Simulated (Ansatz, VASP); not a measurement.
## One calculation of Be3B2C, two programs

```
Be B C
1.0
     4.08584    0.00000    0.00000
    -2.04292    3.53845    0.00000
     0.00000    0.00000    4.46115
Be B C
3 2 1
Direct
  0.50000 0.00000 0.00000
  0.00000 0.50000 0.00000
  0.50000 0.50000 0.00000
  0.00000 0.00000 0.81827
  0.00000 0.00000 0.18173
  0.00000 0.00000 0.50000
```

Alike in both runs: functional PBE; k mesh 12 × 12 × 8; occupations gaussian, width 0.1 eV; no spin polarisation.

Ansatz relaxed the structure, and its values are those at the end. VASP's run is a single point on that final structure, the one shown.

|  | VASP | Ansatz |
| --- | --- | --- |
| version | VASP 6.6.1 | Ansatz 0.2.0 |
| potentials or method | VASP PAW PBE potentials, release 64 (Be, B, C) | scalar-relativistic, plane waves, PAW |
| plane-wave cutoff (eV) | 520 | 420 |
| valence electrons in the cell | 16 | 16 |

```tsv
	VASP	Ansatz	Ansatz less VASP
gap on the k mesh at the Fermi level (eV)	none	none	-
pressure (GPa)	0.0	0.0	-0.02
rms of the force components (eV/Å)	0.003	0.000	-0.0031
```

A gap of «none» marks a metal or a gap that the smearing closes. The functional is the same, so the differences come from potentials, cutoffs and numerics.
